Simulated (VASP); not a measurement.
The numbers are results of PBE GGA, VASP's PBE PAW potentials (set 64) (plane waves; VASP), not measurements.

Input for VASP

File KPOINTS:
```
kpoints
0
gamma
  8 8 8
```

**POSCAR**
```
InP
1
    0.0000000000     2.9779739867     2.9779739867
    2.9779739867     0.0000000000     2.9779739867
    2.9779739867     2.9779739867     0.0000000000
In P
1 1
Direct
  0.0000000000   0.0000000000   0.0000000000
  0.2500000000   0.2500000000   0.2500000000
```

**INCAR**
```
# general
SYSTEM  = InP
PREC    = Accurate
ENCUT   = 480
LREAL   = F
LASPH   = T

# electronic loop
EDIFF   = 1E-7
NELM    = 100
ALGO    = Normal
LMAXMIX = 4

# smearing
ISMEAR  = 0
SIGMA   = 0.05

# functional
GGA     = PE

# ions
IBRION  = 2
NSW     = 40
ISIF    = 3
EDIFFG  = -0.01
PSTRESS = 10

# output
LWAVE   = F
LCHARG  = F
```

POTCAR, in this order: In_d P (PBE.64 set). Program: vasp_std.

Q: What will the output report for the number of irreducible k-points (NKPTS), number of bands (NBANDS), largest plane-wave count, number of space-group operations, FFT grid (NGX, NGY, NGZ)?

A: 
```
Property                                       Value
--------------------------------------  ------------
number of irreducible k-points (NKPTS)            29
number of bands (NBANDS)                          13
largest plane-wave count                        1283
number of space-group operations                  24
FFT grid (NGX, NGY, NGZ)                30 × 30 × 30
```

The compound is InP in the zinc blende structure. This run relaxes it under an external pressure of 1 GPa. Symmetry was kept, so distortions that lower it aren't found.
